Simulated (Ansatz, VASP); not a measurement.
# CsRbF2 in two plane-wave programs, part 2 of 2

Aim: how closely do two programs agree when they are given the same cell, functional and k mesh? The structure shown is frame 37 of Ansatz's trajectory.

VASP 6.6.1 and Ansatz 0.2.0.

So far: Starting point; Ansatz: dynamics, PBE.

## Step 3: VASP: single point, PBE

Level of this step: PBE; plane waves and PAW (Rb_sv, Cs_sv, F) (VASP).

The same cell, functional and mesh now go to VASP, with its own data sets.

Lines of VASP's logs that name or quote its potential files are left out, and so is its time.

The input, INCAR:

```
SYSTEM = CsRbF2
PREC = Accurate
ENCUT = 520
EDIFF = 1E-06
NELM = 120
ISMEAR = 0
SIGMA = 0.01
LREAL = Auto
ALGO = Normal
GGA = PE
NBANDS = 344
LORBIT = 11
LWAVE = .FALSE.
LCHARG = .FALSE.
ISIF = 2
LASPH = .TRUE.
GGA_COMPAT = .FALSE.
EFERMI = MIDGAP
NCORE = 2
```

The input, POSCAR:

```
CsRbF2
1.0
   13.1917000000      0.0000000000      0.0000000000
    0.0000000000     13.1917000000      0.0000000000
    0.0000000000      0.0000000000     13.1917000000
Rb Cs F
18 18 36
Direct
    0.5583131818      0.5463511147      0.3304274658
    0.7055345407      0.8548481242      0.4944321050
    0.9732786525      0.3489694277      0.7268964576
    0.9687530796      0.8931752541      0.0864558776
    0.0048894381      0.9406141741      0.6899186610
    0.6877051479      0.4310816650      0.8333800799
    0.6961877544      0.9779861580      0.2152868849
    0.2476784645      0.1647096280      0.6023636074
    0.9287885564      0.0881993981      0.3161684999
    0.8092967548      0.1202877567      0.5705178256
    0.2895002160      0.3798221609      0.8066814740
    0.8346611885      0.6600210739      0.1641638303
    0.0202475799      0.7066867803      0.3699219964
    0.2864907480      0.0086645391      0.2343822252
    0.8379662970      0.2042875444      0.9377411554
    0.5397105756      0.7327789443      0.9935262324
    0.1673097478      0.0537989797      0.8943426549
    0.3865006027      0.7382141801      0.3712637492
    0.0385697067      0.6198291350      0.9398788632
    0.5935247163      0.3054344777      0.6145834123
    0.4761782030      0.2410303448      0.0264105460
    0.4252219198      0.9336249308      0.6558138830
    0.1128891652      0.2605122918      0.0322096470
    0.6945124586      0.8915075388      0.8397249786
    0.0805582298      0.2918956617      0.4442490354
    0.9975211686      0.4452799867      0.2010658217
    0.3636983861      0.3429959747      0.3103921405
    0.1924770879      0.5635816460      0.5587983353
    0.7322255661      0.2707005162      0.2238983603
    0.5239051828      0.6213376593      0.6249384082
    0.5163474003      0.1438859283      0.3906850520
    0.8582366185      0.6865074251      0.6629850588
    0.2427132212      0.7581812807      0.7535495804
    0.8175974287      0.4674151171      0.4558927204
    0.1823646687      0.9312143242      0.4879583374
    0.2535912733      0.6061387084      0.1054754126
    0.2034233647      0.3882744453      0.1948649530
    0.1746855978      0.3620913150      0.6397886550
    0.9029086471      0.3018640509      0.3716351949
    0.0128489884      0.0770257056      0.5102071757
    0.2959512421      0.2207751844      0.9273330958
    0.7667321119      0.2486411911      0.7275635437
    0.6755763093      0.6999325333      0.7885185382
    0.8377692034      0.4746469371      0.6648422872
    0.4510184434      0.6430255388      0.1543546321
    0.7626386288      0.4860480454      0.2209722780
    0.7560814755      0.8036947475      0.0202475799
    0.8395278850      0.0933617350      0.1336067376
    0.0462866803      0.5106847487      0.4246458000
    0.3424729186      0.7470758128      0.5694338107
    0.2018011325      0.8275809789      0.3134698333
    0.4841983975      0.1170357118      0.5876801322
    0.5568577211      0.3622808281      0.4012598831
    0.4921427868      0.8726623559      0.8498980420
    0.0385621262      0.6567614485      0.1591455233
    0.5211458720      0.9039471789      0.3769188202
    0.0839922072      0.8193864324      0.8954797335
    0.6666540325      0.3199360204      0.9954213634
    0.2364744498      0.5676902901      0.8816301159
    0.1031027085      0.0485684180      0.0862436229
    0.2158326827      0.0002198352      0.6963090428
    0.8749592547      0.8543326486      0.2929417740
    0.8295443347      0.9023855909      0.6475511117
    0.3881758985      0.5196373477      0.4410424737
    0.9602477315      0.3775328426      0.9684953418
    0.4716829522      0.1458720256      0.1959489679
    0.4958041799      0.4399053951      0.7451882623
    0.6940803687      0.6372870820      0.4849261278
    0.2474510488      0.1222359514      0.3949453065
    0.0506682232      0.7472729064      0.5809637878
    0.7499943146      0.0793832486      0.3901316737
    0.9988856630      0.1354033218      0.8141331292
```

The input, KPOINTS:

```
Automatic mesh
0
Gamma
1 1 1
0 0 0
```

The projector-augmented-wave data sets are Rb_sv, Cs_sv and F (PBE family, release 64).

Started as:

```
mpirun -np 8 vasp_gam
```

Numbers of over 12 decimals in the logs are rounded to 6 here.

The program printed:

```text
[banner, memory and clock lines left out]
running    8 mpi-ranks, on    1 nodes
[...]
LDA part: xc-table for (Slater+PW92), standard interpolation
 POSCAR, INCAR and KPOINTS ok, starting setup
[...]
entering main loop
       N       E                     dE             d eps       ncg     rms          rms(c)
DAV:   1     0.622643473155E+04    0.62264E+04   -0.30492E+05   704   0.155E+03
DAV:   2     0.375368435088E+03   -0.58511E+04   -0.56813E+04   880   0.357E+02
DAV:   3    -0.312804156278E+03   -0.68817E+03   -0.68539E+03   776   0.129E+02
DAV:   4    -0.341436580548E+03   -0.28632E+02   -0.28570E+02   872   0.235E+01
[...]
DAV:  20    -0.277248641734E+03    0.67531E-05   -0.42535E-05   776   0.142E-02    0.740E-03
DAV:  21    -0.277248640555E+03    0.11787E-05   -0.58969E-06   736   0.614E-03    0.406E-03
DAV:  22    -0.277248640210E+03    0.34487E-06   -0.26997E-06   608   0.563E-03
   1 F= -.27724864E+03 E0= -.27724864E+03  d E =0.000000E+00
```

OUTCAR, selected parts (step 3):

```text
 POSITION                                       TOTAL-FORCE (eV/Angst)
 -----------------------------------------------------------------------------------
      7.36510      7.20730      4.35890         0.432047      0.045546     -0.230802
      9.30720     11.27690      6.52240        -0.074072      0.038474     -0.638773
     12.83920      4.60350      9.58900        -0.045290     -0.474173      0.339833
     12.77950     11.78250      1.14050         0.037272      0.190341      0.004591
      0.06450     12.40830      9.10120         0.629256      0.399663      0.364539
      9.07200      5.68670     10.99370         0.173412      0.246499     -0.030404
      9.18390     12.90130      2.84000        -0.037373     -0.430095      0.081825
      3.26730      2.17280      7.94620         0.266956      0.348868      0.002198
     12.25230      1.16350      4.17080         0.534267     -0.359843     -0.041525
     10.67600      1.58680      7.52610         0.422534     -0.114445      0.424352
      3.81900      5.01050     10.64150         0.413567      0.411402     -0.071597
     11.01060      8.70680      2.16560        -0.547433      0.568997     -0.104941
      0.26710      9.32240      4.87990         0.151298      0.529996     -0.108742
      3.77930      0.11430      3.09190        -0.105217      0.054058     -0.305666
[...]
-----------------------------------------------------------------------------------
    total drift:                               -0.021430      0.012517     -0.020466

  FREE ENERGIE OF THE ION-ELECTRON SYSTEM (eV)
  ---------------------------------------------------
  free  energy   TOTEN  =      -277.2486402101 eV

  energy  without entropy=     -277.2486402101  energy(sigma->0) =     -277.24864021
```

The run ends at a pressure of 0.30 GPa, with forces up to 1.0 eV/Å.

## Step 4: Comparison

Known differences besides the potentials themselves: fixed occupations in Ansatz, narrow Gaussian smearing in VASP; the cutoff is 420 eV in Ansatz and 520 eV in VASP (PREC = Accurate, projectors in real space). Total energies have different zeros and are not compared.

Forces on 8 of the 72 atoms, those with the largest forces and the largest differences (eV/Å; atoms numbered as in POSCAR):

```tsv
atom	Ansatz x, y, z	VASP x, y, z
Rb5	0.603, 0.393, 0.351	0.629, 0.400, 0.365
Rb12	-0.541, 0.556, -0.102	-0.547, 0.569, -0.105
Cs24	0.470, 0.408, -0.083	0.497, 0.455, -0.087
Cs25	0.659, -0.065, 0.093	0.710, -0.073, 0.107
Cs31	0.419, -0.760, 0.236	0.439, -0.767, 0.240
Cs33	-0.311, 0.029, 0.590	-0.312, 0.029, 0.607
F39	-0.422, -0.457, -0.574	-0.457, -0.468, -0.606
F63	-0.979, 0.122, -0.157	-1.013, 0.130, -0.159
```

The forces differ by 12 meV/Å r.m.s., which is 4.5 % of the r.m.s. force of 0.270 eV/Å (both taken over all components).

## Step 5: Results

* r.m.s. force difference (single point, PBE): 4.5 % of the r.m.s. force

**Reading.** The r.m.s. force difference is 4.5 % of the r.m.s. force (single point, PBE), beyond the 3 % picked in this series as the mark of a large difference. What causes the difference of the single point, PBE pair stays open here. 2 further runs of this series are not shown here. Such differences can come from data sets, numerical settings and the points named under the comparisons, not from the functional's error against experiment.

[Lines on the potential files, build, host, timing and source positions are cut from VASP's logs without a mark.]

[Logs are printed without paths, hosts, clocks, repeated set-up lines and the standing remarks that a program may print on its own settings, such as how far it seeks lower states.]

[Hosts, paths, dates, database ids (printed as entryN), source tags and the programs' standing remarks are cut or masked in the printed files.]
